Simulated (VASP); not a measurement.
Computed with LDA (Ceperley-Alder, Perdew-Zunger), VASP's LDA PAW potentials (set 64) (plane waves; VASP).

VASP input:

### KPOINTS
```
Automatic
0
gamma
 4 4 4
0.5 0.5 0.5
```

INCAR:
```
# general
SYSTEM   =  HfO2
PREC     =  Accurate
ENCUT    =  280
LREAL    =  F
LASPH    =  T

# electronic loop
EDIFF    =  1E-04
NELM     =  100
ALGO     =  Normal
LMAXMIX  =  6

# smearing
ISMEAR   =  -1
SIGMA    =  0.5

# ions
IBRION   =  2
NSW      =  50
ISIF     =  3
EDIFFG   =  -0.01

# output
LWAVE    =  F
LCHARG   =  F
```

**POSCAR**
```
HfO2
1
    0.0000000000     2.5563370000     2.5563370000
    2.5563370000     0.0000000000     2.5563370000
    2.5563370000     2.5563370000     0.0000000000
Hf O
1 2
Direct
  0.0000000000   0.0000000000   0.0000000000
  0.7500000000   0.7500000000   0.7500000000
  0.2500000000   0.2500000000   0.2500000000
```

POTCAR, in this order: Hf_pv O (LDA.64 set). Program: vasp_std.

At this cut-off the stress carries a Pulay error, which pulls relaxed volumes low.  Energy and stress use the plane-wave basis of the starting cell.

What does the run give for the energy per atom (σ→0), volume per atom?

The energy per atom (σ→0) comes out as -11.612 eV/atom. The volume per atom is 9.27 Å³/atom.

OSZICAR:
```
...
   4 F= -.34842498E+02 E0= -.34810274E+02  d E =-.154074E+01
       N       E                     dE             d eps       ncg     rms          rms(c)
DAV:   1    -0.349112455585E+02   -0.68753E-01   -0.11879E+00   349   0.104E+01    0.427E+00
DAV:   2    -0.348745228164E+02    0.36723E-01   -0.13048E-01   321   0.280E+00    0.165E+00
DAV:   3    -0.348676790838E+02    0.68437E-02   -0.86610E-03   363   0.906E-01    0.975E-01
DAV:   4    -0.348667359568E+02    0.94313E-03   -0.31576E-03   391   0.504E-01    0.615E-01
DAV:   5    -0.348667403803E+02   -0.44235E-05   -0.42438E-04   342   0.152E-01
   5 F= -.34866740E+02 E0= -.34836737E+02  d E =-.156498E+01
```

The structure comes from a computed database's HfO2 entry; how it stands against other phases isn't given here. This run relaxes it. Symmetry was kept, so distortions that lower it aren't found. The k-mesh is coarse (spacing up to 0.57 per Å, 2π included), so the numbers may not be converged in it. The run is one of a series of settings (EDIFF = 1E-04, EDIFFG = -0.01, ENCUT = 280, IBRION = 2, ISIF = 3, NSW = 50, SIGMA = 0.5, KPOINTS 4×4×4 Γ-centred mesh shifted by (0.5, 0.5, 0.5) against the base run), some of them coarse on purpose.
